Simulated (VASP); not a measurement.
Output of a VASP run:

**OSZICAR**
```
       N       E                     dE             d eps       ncg     rms          rms(c)
DAV:   1     0.497834948202E+02    0.49783E+02   -0.83147E+03 17496   0.123E+03
DAV:   2    -0.350430926593E+02   -0.84827E+02   -0.77779E+02 24400   0.230E+02
DAV:   3    -0.389082196526E+02   -0.38651E+01   -0.38321E+01 22220   0.504E+01
DAV:   4    -0.389595137150E+02   -0.51294E-01   -0.51222E-01 21460   0.670E+00
DAV:   5    -0.389606923093E+02   -0.11786E-02   -0.11779E-02 21768   0.971E-01    0.875E+00
DAV:   6    -0.372416172400E+02    0.17191E+01   -0.17028E+00 20052   0.908E+00    0.512E+00
DAV:   7    -0.366934198746E+02    0.54820E+00   -0.19067E+00 20612   0.968E+00    0.136E+00
DAV:   8    -0.367005294606E+02   -0.71096E-02   -0.56423E-02 20116   0.168E+00    0.102E-01
DAV:   9    -0.367004851495E+02    0.44311E-04   -0.12247E-03 21960   0.292E-01    0.597E-02
DAV:  10    -0.367006898839E+02   -0.20473E-03   -0.23691E-04 21284   0.136E-01    0.313E-02
DAV:  11    -0.367006946748E+02   -0.47908E-05   -0.83461E-06 22296   0.259E-02    0.380E-03
DAV:  12    -0.367006951461E+02   -0.47134E-06   -0.69883E-07 15040   0.804E-03
   1 F= -.36700695E+02 E0= -.36700724E+02  d E =0.867867E-04
```

OUTCAR:
```
------------------------ aborting loop because EDIFF is reached ----------------------------------------
  FORCE on cell =-STRESS in cart. coord.  units (eV):
  Direction    XX          YY          ZZ          XY          YZ          ZX
  --------------------------------------------------------------------------------------
  Total       -2.4305779     -0.0859233      0.5993113      0.6986373      0.0000000      0.0000000
  in kB     -106.0424647     -3.7487043     26.1470546     30.4804971      0.0000000      0.0000000
  external PRESSURE =     -27.8813715 kB  Pullay stress =       0.0000000 kB
  volume of cell :       36.72
      direct lattice vectors                 reciprocal lattice vectors
     1.249116000 -2.136667000  0.000000000     0.400283080 -0.234009324  0.000000000
     1.249116000  2.136667000  0.000000000     0.400283080  0.234009324  0.000000000
     0.000000000  0.000000000  6.879719000     0.000000000  0.000000000  0.145354774
 POSITION                                       TOTAL-FORCE (eV/Angst)
 -----------------------------------------------------------------------------------
      0.00000      0.00000      1.71993         0.017089      0.135759      0.000000
      0.00000      0.00000      5.15979         3.784963      0.193286      0.000000
      1.24912      0.71222      1.71993        -0.013738     -0.134133      0.000000
      1.32485     -0.71222      5.15979        -3.788314     -0.194912      0.000000
 -----------------------------------------------------------------------------------
    total drift:                                0.000127     -0.000001      0.000000
  FREE ENERGIE OF THE ION-ELECTRON SYSTEM (eV)
  ---------------------------------------------------
  free  energy   TOTEN  =       -36.7006951461 eV

  energy  without entropy=      -36.7007819329  energy(sigma->0) =      -36.70072408
```
(Selected blocks of OUTCAR.)

### POSCAR
```
C
1
    1.2491160000    -2.1366670000     0.0000000000
    1.2491160000     2.1366670000     0.0000000000
    0.0000000000     0.0000000000     6.8797190000
C
4
Direct
  0.0000000000   0.0000000000   0.2500000000
  0.0000000000   0.0000000000   0.7500000000
  0.3333330000   0.6666670000   0.2500000000
  0.6969810000   0.3636470000   0.7500000000
```

Write an INCAR and KPOINTS that could have produced this output.

Several could match; the one computed here: the input of the run itself, PBE GGA, plane waves, VASP's PBE PAW potentials (set 64).

INCAR:
```
# general
SYSTEM=C
PREC  =Accurate
ENCUT =520
LREAL =.False.
LASPH =.True.

# electronic loop
EDIFF =1E-6
NELM  =100
ALGO  =Normal

# smearing
ISMEAR=1
SIGMA =0.1

# functional
GGA   =PE

# ions
ISIF  =2

# output
LWAVE =.False.
LCHARG=.False.
```

**KPOINTS**
```
K-points
0
G
19 19 6
```

POTCAR, in this order: C (PBE.64 set). Program: vasp_std.

The compound is C in the graphite structure. The cell was not relaxed at this level. The run is one of a series of settings (KPOINTS 19×19×6 Γ-centred mesh against the base run), some of them coarse on purpose.
